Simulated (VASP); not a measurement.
All values below come from AM05 GGA, VASP's PBE PAW potentials (set 64) (plane waves; VASP).

The input files of a VASP run:

### INCAR
```
# general
SYSTEM   =  RuAl
PREC     =  Accurate
ENCUT    =  400
LREAL    =  .FALSE.
LASPH    =  .TRUE.

# electronic loop
EDIFF    =  1E-6
NELM     =  100
ALGO     =  Normal
LMAXMIX  =  4

# smearing
ISMEAR   =  1
SIGMA    =  0.1

# functional
GGA      =  AM

# ions
ISIF     =  2

# output
LWAVE    =  .FALSE.
LCHARG   =  .FALSE.
```

KPOINTS:
```
kpoints
0
G
 11 11 11
```

File POSCAR:
```
RuAl
1
    3.0298780000     0.0000000000     0.0000000000
    0.0000000000     2.9250070000     0.0000000000
    0.0000000000     0.0000000000     2.9161720000
Al Ru
1 1
Direct
  0.5000000000   0.5000000000   0.5000000000
  0.0314700000   0.0000000000   0.0000000000
```

POTCAR, in this order: Al Ru_pv (PBE.64 set). Program: vasp_std.

### Question
Predict the energy per atom (σ→0), pressure, largest force, band gap (on the k-mesh).

### Answer

```
Property                                                     Value
------------------------  ----------------------------------------
energy per atom (σ→0)                               -7.548 eV/atom
band gap (on the k-mesh)  none (metal, semimetal or under 0.01 eV)
pressure                                                  4.47 GPa
largest force                                           0.891 eV/Å
```

**OSZICAR**
```
...
DAV:   6    -0.151909645042E+02    0.70487E+00   -0.40686E+00  5436   0.231E+01    0.256E+00
DAV:   7    -0.151154819541E+02    0.75483E-01   -0.27863E-01  5476   0.632E+00    0.227E+00
DAV:   8    -0.150960754625E+02    0.19406E-01   -0.21041E-02  5768   0.127E+00    0.231E-01
DAV:   9    -0.150958762534E+02    0.19921E-03   -0.37453E-04  6228   0.195E-01    0.135E-01
DAV:  10    -0.150958598719E+02    0.16381E-04   -0.62040E-05  5876   0.885E-02    0.291E-02
DAV:  11    -0.150958584393E+02    0.14326E-05   -0.82401E-06  5884   0.364E-02    0.618E-03
DAV:  12    -0.150958583483E+02    0.91003E-07   -0.34235E-07  2952   0.746E-03
   1 F= -.15095858E+02 E0= -.15095551E+02  d E =-.922247E-03
```

The compound is RuAl in the CsCl type structure. The cell was not relaxed at this level, atoms are displaced from their ideal sites. The run is one of a series of settings (GGA = AM against the base run), some of them coarse on purpose. The electron count is odd and the run is not spin-polarised, which forces a metal.
